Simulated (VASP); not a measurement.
Method: AM05 GGA, VASP's PBE PAW potentials (set 64) (plane waves; VASP 6.6.1).

A VASP calculation is set up with these files.

POSCAR:
```
GaAs
1
    0.0000000000     2.8353128165     2.8353128165
    2.8353128165     0.0000000000     2.8353128165
    2.8353128165     2.8353128165     0.0000000000
Ga As
1 1
Direct
  0.0000000000   0.0000000000   0.0000000000
  0.2500000000   0.2500000000   0.2500000000
```

### KPOINTS
```
k-points along high-symmetry lines
15
Line-mode
Reciprocal
  0.000000   0.000000   0.000000 ! GAMMA
 -0.500000  -0.500000   0.000000 ! X

 -0.500000  -0.500000   0.000000 ! X
 -0.375000  -0.375000   0.250000 ! U

 -0.375000   0.000000   0.375000 ! K
  0.000000   0.000000   0.000000 ! GAMMA

  0.000000   0.000000   0.000000 ! GAMMA
  0.000000   0.000000   0.500000 ! L

  0.000000   0.000000   0.500000 ! L
 -0.500000  -0.250000   0.250000 ! W

 -0.500000  -0.250000   0.250000 ! W
 -0.500000  -0.500000   0.000000 ! X
```

INCAR:
```
# general
SYSTEM  = GaAs
PREC    = Accurate
ENCUT   = 520   # plane-wave cut-off (eV)
LREAL   = .FALSE.
LASPH   = .TRUE.   # aspherical one-centre terms
ICHARG  = 11   # fixed density

# electronic loop
EDIFF   = 1E-7
NELM    = 100
ALGO    = Normal
LMAXMIX = 4   # l cut-off of mixed one-centre charges

# smearing
ISMEAR  = 0   # Gaussian
SIGMA   = 0.05   # width (eV)

# functional
GGA     = AM   # AM05

# output
LWAVE   = .FALSE.
LCHARG  = .FALSE.
LORBIT  = 11
```

POTCAR, in this order: Ga_d As (PBE.64 set). Program: vasp_std. Read from the step before: CHGCAR.

The run wrote:

OSZICAR:
```
       N       E                     dE             d eps       ncg     rms          rms(c)
DAV:   1     0.815971092547E+02    0.81597E+02   -0.92826E+03  2361   0.191E+03
DAV:   2    -0.572938609478E+00   -0.82170E+02   -0.78947E+02  2560   0.329E+02
DAV:   3    -0.693458309546E+01   -0.63616E+01   -0.62017E+01  2980   0.748E+01
DAV:   4    -0.704205262936E+01   -0.10747E+00   -0.10740E+00  2710   0.107E+01
DAV:   5    -0.704395333860E+01   -0.19007E-02   -0.19005E-02  2858   0.124E+00
DAV:   6    -0.704403770543E+01   -0.84367E-04   -0.84366E-04  3235   0.226E-01
DAV:   7    -0.704403837584E+01   -0.67041E-06   -0.67048E-06  2905   0.171E-02
DAV:   8    -0.704403839825E+01   -0.22413E-07   -0.22277E-07  2170   0.268E-03
   1 F= -.70440384E+01 E0= -.70440384E+01  d E =-.689416E-11
```

**OUTCAR**
```
 val. band max:        3.7744321284   @ k =   0.0000   0.0000   0.0000

 cond. band min:       4.2218642130   @ k =   0.0000   0.0000   0.0000



 k-point     1 :       0.0000    0.0000    0.0000
  band No.  band energies     occupation
      1     -11.0242      2.00000
      2     -11.0242      2.00000
      3     -11.0242      2.00000
      4     -10.9479      2.00000
      5     -10.9479      2.00000
      6      -8.8870      2.00000
      7       3.7744      2.00000
      8       3.7744      2.00000
      9       3.7744      2.00000
     10       4.2219      0.00000
     11       7.4802      0.00000
     12       7.4802      0.00000
     13       7.4802      0.00000

 k-point     2 :      -0.0357   -0.0357    0.0000
  band No.  band energies     occupation
      1     -11.0260      2.00000
      2     -11.0236      2.00000
      3     -11.0236      2.00000
      4     -10.9481      2.00000
      5     -10.9477      2.00000
      6      -8.8671      2.00000
      7       3.3197      2.00000
      8       3.7072      2.00000
      9       3.7072      2.00000
     10       4.6730      0.00000
     11       7.4069      0.00000
     12       7.5722      0.00000
     13       7.5722      0.00000

 k-point     3 :      -0.0714   -0.0714    0.0000
  band No.  band energies     occupation
      1     -11.0313      2.00000
      2     -11.0219      2.00000
      3     -11.0219      2.00000
      4     -10.9488      2.00000
      5     -10.9473      2.00000
      6      -8.8077      2.00000
      7       2.7015      2.00000
      8       3.5245      2.00000
      9       3.5245      2.00000
     10       5.2739      0.00000
     11       7.2147      0.00000
     12       7.8287      0.00000
     13       7.8288      0.00000

 k-point     4 :      -0.1071   -0.1071    0.0000
  band No.  band energies     occupation
      1     -11.0395      2.00000
      2     -11.0192      2.00000
      3     -11.0192      2.00000
      4     -10.9500      2.00000
...
```

The density is held fixed in this step, so its total energy and stress have no physical meaning.

The compound is GaAs in the zinc blende structure. It was relaxed first.
